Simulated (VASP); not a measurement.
# Si31Te (a cell with a defect): relaxation of the atoms with PBE

The system is Si31Te (a cell with a defect).

```
Si Te
1.0
    10.93800    0.00000    0.00000
     0.00000   10.93800    0.00000
     0.00000    0.00000   10.93800
Si Te
62 2
Direct
  0.99658 0.24949 0.24935
  0.24985 0.99885 0.24992
  0.24912 0.24759 0.00162
  0.12426 0.37400 0.37216
  0.37680 0.12298 0.37283
  0.37462 0.37773 0.12543
  0.99812 0.99869 0.50115
  0.99971 0.24859 0.74958
  0.25137 0.00363 0.74772
  0.24885 0.24853 0.49556
  0.12330 0.12312 0.62706
  0.12476 0.37202 0.87619
  0.37435 0.12180 0.87391
  0.37392 0.37340 0.62505
  0.99587 0.49951 0.00186
  0.00156 0.75203 0.25205
  0.25273 0.49795 0.25155
  0.24659 0.74889 0.99649
  0.12692 0.62745 0.12464
  0.12826 0.87376 0.37528
  0.37528 0.62305 0.37580
  0.37856 0.87312 0.12665
  0.99972 0.50325 0.50089
  0.00124 0.75118 0.75046
  0.24744 0.50255 0.74749
  0.25044 0.75113 0.49846
  0.12527 0.62714 0.62496
  0.12337 0.86965 0.87322
  0.37392 0.62405 0.87324
  0.37569 0.87395 0.62480
  0.50125 0.99843 0.99945
  0.50396 0.25160 0.24763
  0.74985 0.00104 0.25226
  0.75027 0.24903 0.99866
  0.62618 0.12557 0.12405
  0.62465 0.37424 0.37633
  0.87373 0.12589 0.37656
  0.87589 0.37347 0.12747
  0.49876 0.00078 0.49862
  0.49680 0.25041 0.75053
  0.74986 0.00051 0.74881
  0.74865 0.24969 0.50350
  0.62650 0.12405 0.62603
  0.62412 0.37416 0.87658
  0.87404 0.12193 0.87334
  0.87516 0.37523 0.62728
  0.49869 0.50134 0.00078
  0.49973 0.75153 0.25090
  0.74842 0.50197 0.24776
  0.75011 0.75000 0.00078
  0.62367 0.62494 0.12474
  0.62683 0.87354 0.37513
  0.87452 0.62262 0.37991
  0.87487 0.87227 0.12758
  0.49804 0.50068 0.50158
  0.49881 0.74921 0.74901
  0.74976 0.49702 0.74773
  0.74974 0.75191 0.50116
  0.62817 0.62627 0.62406
  0.62477 0.87127 0.87324
  0.87313 0.62550 0.87619
  0.87397 0.87392 0.62216
  0.95453 0.95205 0.95143
  0.13162 0.13314 0.13009
```

The cell was built by a generator and needn't be a form met in nature.

```json
{"Program": "VASP 6.6.1", "Task": "relaxation of the atoms", "Functional": "PBE", "Potentials or basis": "VASP PAW PBE potentials, release 64 (Si, Te)", "Cutoff": "350 eV", "k mesh": "2 × 2 × 2", "Occupations": "gaussian, width 0.02 eV", "Spin": "no spin polarisation", "Further INCAR settings": "ALGO = Normal; EDIFF = 1e-06; IBRION = 2; EDIFFG = -0.005; NSW = 40"}
```

```json
{
 "Energy gained by relaxing": "62.0 meV/atom",
 "Ionic steps": "24",
 "Pressure after relaxing": "1.4 GPa",
 "Largest force after relaxing": "0.005 eV/Å",
 "Band gap on the k mesh": "none (metal or under the smearing width)"
}
```

Forces on the atoms (eV/Å):
```
Si   0.001  0.000 -0.002
Si   0.002  0.000 -0.001
Si   0.004  0.002 -0.003
Si   0.000 -0.001 -0.001
Si   0.001  0.000  0.000
Si   0.000  0.001  0.000
Si   0.002  0.001  0.001
Si  -0.003  0.000  0.000
Si   0.000 -0.001  0.000
Si   0.001  0.001  0.002
Si   0.001  0.001  0.002
Si  -0.003  0.000  0.000
Si  -0.001 -0.002  0.000
Si   0.000  0.000  0.000
Si   0.002  0.000  0.003
Si   0.001  0.001  0.002
Si   0.001  0.001 -0.001
Si   0.001  0.000 -0.001
Si   0.000  0.003  0.002
Si  -0.002  0.000  0.000
Si   0.001  0.000  0.000
Si   0.003 -0.001  0.000
Si  -0.001 -0.001  0.000
Si   0.000  0.001 -0.001
Si  -0.002  0.000  0.000
Si   0.000  0.001 -0.001
Si  -0.001 -0.001 -0.001
Si  -0.002  0.000  0.000
Si  -0.003 -0.001  0.001
Si  -0.002  0.000 -0.001
Si   0.000  0.002  0.001
Si   0.002  0.000 -0.001
Si   0.000  0.000  0.001
Si   0.000  0.001 -0.002
Si   0.003  0.000  0.000
Si   0.000  0.002  0.001
Si  -0.002 -0.002 -0.001
Si   0.000  0.001  0.000
Si   0.002  0.000 -0.001
Si  -0.002 -0.001  0.001
Si   0.000 -0.001 -0.001
Si   0.001  0.000 -0.001
Si  -0.001  0.001  0.000
Si  -0.001  0.000  0.001
Si   0.000 -0.002  0.000
Si   0.001 -0.001  0.001
Si  -0.001  0.001 -0.001
Si   0.000  0.000  0.002
Si   0.001 -0.001  0.001
Si   0.002  0.001  0.000
Si   0.000 -0.001 -0.001
Si   0.000  0.000 -0.001
Si   0.000 -0.001 -0.001
Si  -0.002 -0.001 -0.004
Si   0.000  0.000  0.000
Si  -0.002  0.000  0.001
Si   0.001  0.000  0.001
Si   0.000  0.001  0.001
Si  -0.001  0.001  0.001
Si  -0.002  0.000  0.000
Si   0.001 -0.002  0.000
Si   0.001  0.001  0.000
Te  -0.002 -0.002  0.001
Te   0.000 -0.001  0.004
```

Stress tensor (GPa, compression positive):
```
1.38 0.15 0.15
0.15 1.38 0.15
0.15 0.15 1.38
```

Step by step:
```
step  energy change (eV)  largest force (eV/Å)  pressure (GPa)
   1              0.0000                5.6238            2.39
   2             -3.4054                1.2424            1.54
   3             -3.4156                1.1349            1.54
   4             -3.7983                0.3613            1.44
   5             -3.8268                0.4866            1.43
   6             -3.9067                0.2512            1.41
   7             -3.9186                0.1865            1.41
   8             -3.9396                0.1284            1.41
   9             -3.9417                0.1180            1.41
  10             -3.9506                0.0775            1.42
  11             -3.9528                0.0870            1.42
  12             -3.9580                0.0785            1.41
  13             -3.9584                0.0760            1.41
  14             -3.9612                0.0548            1.40
  15             -3.9620                0.0503            1.40
  16             -3.9638                0.0301            1.39
  17             -3.9639                0.0358            1.39
  18             -3.9646                0.0156            1.39
  19             -3.9646                0.0243            1.39
  20             -3.9650                0.0172            1.38
  21             -3.9650                0.0170            1.38
  22             -3.9651                0.0082            1.38
  23             -3.9651                0.0080            1.38
  24             -3.9652                0.0048            1.38
```

Levels at points of the mesh, in eV from the Fermi level:
| k point | band 126 | band 127 | band 128 | band 129 | band 130 | band 131 | band 132 | band 133 |
| --- | --- | --- | --- | --- | --- | --- | --- | --- |
| (0.00, 0.00, 0.00) | -1.63 | -0.90 | -0.90 | -0.87 | -0.37 | -0.07 | -0.07 | -0.01 |
| (0.50, 0.00, 0.00) | -1.65 | -1.59 | -1.58 | -1.15 | -0.30 | 0.03 | 0.45 | 0.69 |
| (0.00, 0.50, 0.00) | -1.65 | -1.59 | -1.58 | -1.15 | -0.30 | 0.03 | 0.45 | 0.69 |
| (0.00, 0.00, 0.50) | -1.65 | -1.59 | -1.58 | -1.15 | -0.30 | 0.03 | 0.45 | 0.69 |
| (0.50, 0.50, 0.00) | -1.18 | -1.17 | -1.04 | -1.02 | 0.13 | 0.32 | 0.35 | 0.64 |
| (0.00, 0.50, 0.50) | -1.18 | -1.17 | -1.04 | -1.02 | 0.13 | 0.32 | 0.35 | 0.64 |
| (0.50, 0.00, 0.50) | -1.18 | -1.17 | -1.04 | -1.02 | 0.13 | 0.32 | 0.35 | 0.64 |
| (0.50, 0.50, 0.50) | -1.46 | -1.45 | -1.45 | -1.43 | 0.04 | 0.33 | 0.48 | 0.48 |

Run time: 64 min on 4 MPI ranks on Intel(R) Xeon(R) 6975P-C (Granite Rapids) (shared host), peak memory 0.43 GiB a rank.

The run has no spin-orbit coupling, so splittings on Te are missing.
